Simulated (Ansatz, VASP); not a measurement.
# Cross-check of Sc between VASP and Ansatz, part 2 of 2

Wanted: the spread between two codes on one cell, functional and k mesh. The cell is taken from a series of runs on this material, whose earlier steps may have relaxed, scaled, displaced or heated it; both programs get it as it stands.

VASP 6.6.1 and Ansatz 0.2.0.

So far: The structure; Ansatz: relaxation of cell and atoms, LDA, pair 1; VASP: relaxation of cell and atoms, LDA, pair 1; Comparison.

## (5) VASP: relaxation of cell and atoms, LDA, pair 2

Level of this step: LDA; plane waves and PAW (Sc_sv) (VASP).

The relaxed volume is the usual yardstick between codes: in a stiff, nearly cubic crystal its relative difference is about their pressure difference at one cell divided by the bulk modulus.

File INCAR:

```
SYSTEM = Sc
PREC = Accurate
ENCUT = 500
EDIFF = 1E-07
NELM = 120
ISMEAR = 1
SIGMA = 0.2
LREAL = .FALSE.
ALGO = Normal
GGA = CA
NBANDS = 17
LASPH = .TRUE.
LORBIT = 11
LWAVE = .FALSE.
LCHARG = .FALSE.
ISIF = 3
IBRION = 2
NSW = 80
EDIFFG = -0.005
GGA_COMPAT = .FALSE.
NELMIN = 4
KPAR = 2
```

File POSCAR:

```
Sc
1.0
   -1.7829660000      1.7829660000      1.7829660000
    1.7829660000     -1.7829660000      1.7829660000
    3.5659310000      3.5659310000      0.0000000000
Sc
2
Direct
    0.9365456212      0.0634543788      0.0000000000
    0.5634545190      0.4365454810      0.5000000000
```

File KPOINTS:

```
Automatic mesh
0
Gamma
14 14 8
0 0 0
```

PAW data sets: Sc_sv (LDA family, release 64).

The run is started by

```
$ mpirun -np 2 vasp_std
```

Numbers of over 12 decimals in the logs are rounded to 6 here.

Output:

```text
[... set-up lines as in an earlier step ...]
 entering main loop
       N       E                     dE             d eps       ncg     rms          rms(c)
DAV:   1     0.304495280737E+03    0.30450E+03   -0.10158E+04  9698   0.137E+03
DAV:   2     0.154502204407E+01   -0.30295E+03   -0.29836E+03 12050   0.586E+02
DAV:   3    -0.143817838597E+02   -0.15927E+02   -0.15503E+02 16232   0.161E+02
DAV:   4    -0.146080048907E+02   -0.22622E+00   -0.21932E+00 14240   0.179E+01
[...]
DAV:  10    -0.132822497705E+02   -0.18661E-04   -0.10237E-04 15577   0.156E-01    0.455E-03
DAV:  11    -0.132822504673E+02   -0.69680E-06   -0.19629E-06 15307   0.167E-02    0.133E-03
DAV:  12    -0.132822504779E+02   -0.10613E-07   -0.58646E-08  9688   0.735E-03
   1 F= -.13282250E+02 E0= -.13279914E+02  d E =-.132823E+02
[... from here on, the cycles between the ionic steps are left out ...]
   2 F= -.13362215E+02 E0= -.13360467E+02  d E =-.799650E-01
   3 F= -.13414125E+02 E0= -.13413339E+02  d E =-.131875E+00
   4 F= -.13414182E+02 E0= -.13413362E+02  d E =-.131931E+00
   7 F= -.13444409E+02 E0= -.13443604E+02  d E =-.655276E-02
   8 F= -.13445709E+02 E0= -.13445063E+02  d E =-.785319E-02
   9 F= -.13447717E+02 E0= -.13447144E+02  d E =-.200762E-02
  10 F= -.13447967E+02 E0= -.13447408E+02  d E =-.225757E-02
  11 F= -.13448358E+02 E0= -.13447711E+02  d E =-.390968E-03
  12 F= -.13448372E+02 E0= -.13447741E+02  d E =-.405818E-03
  13 F= -.13448428E+02 E0= -.13447800E+02  d E =-.551325E-04
  14 F= -.13448432E+02 E0= -.13447805E+02  d E =-.592389E-04
  15 F= -.13448432E+02 E0= -.13447805E+02  d E =-.592796E-04
  16 F= -.13448442E+02 E0= -.13447815E+02  d E =-.106540E-04
  17 F= -.13448463E+02 E0= -.13447833E+02  d E =-.309124E-04
[...]
reached required accuracy - stopping structural energy minimisation
```

From OUTCAR (step 5):

```text
  Total       -0.0038176     -0.0038176     -0.0021282     -0.0011081      0.0000000     -0.0000000
  in kB       -0.1356384     -0.1356384     -0.0756145     -0.0393702      0.0000000     -0.0000000
  external PRESSURE =      -0.1156304 kB  Pullay stress =       0.0000000 kB

 POSITION                                       TOTAL-FORCE (eV/Angst)
 -----------------------------------------------------------------------------------
     -1.64961      1.64961      1.61682         0.002765     -0.002765     -0.000000
      1.43389      2.09095      1.61682        -0.002765      0.002765      0.000000
 -----------------------------------------------------------------------------------
    total drift:                                0.000000     -0.000000      0.000000

  FREE ENERGIE OF THE ION-ELECTRON SYSTEM (eV)
  ---------------------------------------------------
  free  energy   TOTEN  =       -13.4484626403 eV

  energy  without entropy=      -13.4465736753  energy(sigma->0) =      -13.44783299

[... 1 part as in an earlier step ...]

[... 3 further parts left out ...]
[key lines of the parts left out:]
E-fermi :   3.9879
```

The run keeps the 8 symmetry operations of its start, so it cannot find a distortion of lower symmetry.

## (6) Ansatz: relaxation of cell and atoms, LDA, pair 2

The same cell, functional (in two slightly different forms), mesh and smearing now go to Ansatz, which takes its cutoff from its data sets.

The cell is taken from a series of runs on this material, whose earlier steps may have relaxed, scaled, displaced or heated it; both programs get it as it stands.

File input.yaml:

```yaml
crystal:
  lattice:
    - [-1.7829656149, 1.7829656149, 1.7829656149]
    - [1.7829656149, -1.7829656149, 1.7829656149]
    - [3.5659312298, 3.5659312298, 0.0]
  atoms:
    - { symbol: Sc, position: [-0.0634544402, 0.0634544402, 0.0] }
    - { symbol: Sc, position: [0.5634544402, 0.4365455598, 0.5] }
kpoints:
  mp_grid: { grid: [14, 14, 8] }
hamiltonian:
  xc: lda
  pseudopotentials: { kind: paw, azcp: { folder: soft_1 }, xc_functional: pbe }
scf:
  occupations: { method: methfessel_paxton, width: 0.2 }
output:
  forces: true
  stress: true
  eigenvalues: true
relax:
  adjacent_minimum: "off"
  f_tol: 0.002
  max_steps: 120
  cell: { stress_tol: 0.03 }
```

The run is started by

```
$ ansatz run input.yaml --threads 4 --pin off --max-ram 16384MiB --backend cpu --events-out ev --progress --plain --runs-dir out
```

Output:

```text
[...]
Crystal: 2 atoms, lattice volume = 45.344 Å³
Basis set: ecut = 420 eV, 873 PW (Γ)
Bands: 15, of which v1, the nominal top of the filled ones, is band 11 counted from 1 (10 counted from 0)
Symmetry: 8 space group operations
[...]
k-points: 285 of 1568
[...]
k-point 284: bands = [... 7 lower, -17.5241, 8.2973, 8.2973, 9.9955, 9.9955, 11.3997, 11.3997, 12.4001]
--- Relaxed structure (6 steps of the walk, 6 accepted, 2 SCFs on fresh bases) ---
[...]
cell:  # Å, volume = 45.0194 Å³
    - [-1.978180, 1.978180, 1.615343]
    - [1.978180, -1.978180, 1.615343]
    - [3.522163, 3.522163, 0]
  atoms:
    - { symbol: Sc, position: [-0.083319, 0.083319, 0.0] }
    - { symbol: Sc, position: [0.583319, 0.416681, 0.5] }
[key lines of the parts left out:]
SCF converged after 4 iterations
Free energy (F): -4178.028302 eV
Fermi energy:    9.896961 eV
P = ⅓ Tr σ = 0.0016 GPa (0.016 kbar)
```

## (7) Differences

The two programs side by side:

| quantity | Ansatz | VASP | difference |
| --- | --- | --- | --- |
| volume (Å³) | 45.02 | 45.09 | -0.17 % |
| edge a after relaxation, in the typed setting (Å) | 3.230 | 3.231 | -0.02 % |
| edge c after relaxation, in the typed setting (Å) | 4.981 | 4.985 | -0.08 % |

## (8) Outcome

```
difference in volume (relaxation of cell and atoms, LDA, pair 1) : -0.16 %
difference in volume (relaxation of cell and atoms, LDA, pair 2) : -0.17 %
```

**Reading.** The difference in volume is -0.17 % (relaxation of cell and atoms, LDA, pair 2), within the 1.2 % picked in this series as the mark of a large difference, as far as the stopping tolerances let one tell. 2 further runs of this series are not shown here. Such differences can come from data sets, numerical settings and the points named under the comparisons, not from the functional's error against experiment.

[Lines on the potential files, build, host, timing and source positions are cut from VASP's logs without a mark.]

[Logs are printed without paths, hosts, clocks, repeated set-up lines and the standing remarks that a program may print on its own settings, such as how far it seeks lower states.]

[Hosts, paths, dates, database ids (printed as entryN), source tags and the programs' standing remarks are cut or masked in the printed files.]
